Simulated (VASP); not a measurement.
OSZICAR of a VASP run on MgO (rock salt):

File OSZICAR:
```
       N       E                     dE             d eps       ncg     rms          rms(c)
DAV:   1     0.119554373796E+02    0.11955E+02   -0.49122E+03  1360   0.890E+02
DAV:   2    -0.131528431057E+02   -0.25108E+02   -0.25074E+02  1392   0.139E+02
DAV:   3    -0.134643799285E+02   -0.31154E+00   -0.31154E+00  1504   0.170E+01
DAV:   4    -0.134648086897E+02   -0.42876E-03   -0.42876E-03  1584   0.592E-01
DAV:   5    -0.134648088700E+02   -0.18037E-06   -0.18037E-06  1528   0.864E-03    0.722E+00
DAV:   6    -0.119230849301E+02    0.15417E+01   -0.10034E+01  1152   0.224E+01    0.226E+00
DAV:   7    -0.119090487555E+02    0.14036E-01   -0.42851E-02  1224   0.256E+00    0.131E+00
DAV:   8    -0.119037864823E+02    0.52623E-02   -0.24025E-02  1152   0.236E+00    0.153E-01
DAV:   9    -0.119037036664E+02    0.82816E-04   -0.39706E-04  1720   0.177E-01    0.721E-02
DAV:  10    -0.119038101268E+02   -0.10646E-03   -0.12850E-04  1184   0.121E-01    0.532E-03
DAV:  11    -0.119038102801E+02   -0.15325E-06   -0.66617E-07  1712   0.819E-03    0.278E-03
DAV:  12    -0.119038101713E+02    0.10878E-06   -0.37796E-07  1208   0.544E-03    0.255E-04
DAV:  13    -0.119038101586E+02    0.12696E-07   -0.30307E-09   696   0.702E-04
   1 F= -.12322528E+02 E0= -.12322528E+02  d E =0.000000E+00
```

Q: Which electronic solver shows in the log?

A: It is blocked Davidson (ALGO = Normal, or the opening steps of other solvers). The INCAR had ALGO = Normal.

Q: Can the final energy be trusted as converged?

A: Self-consistency was reached. It stopped with EDIFF = 1E-7, NELM = 100 (PBE GGA with D3 dispersion (zero damping), plane waves, VASP's PBE PAW potentials (set 64)).

The compound is MgO in the rock salt structure. It was relaxed first.
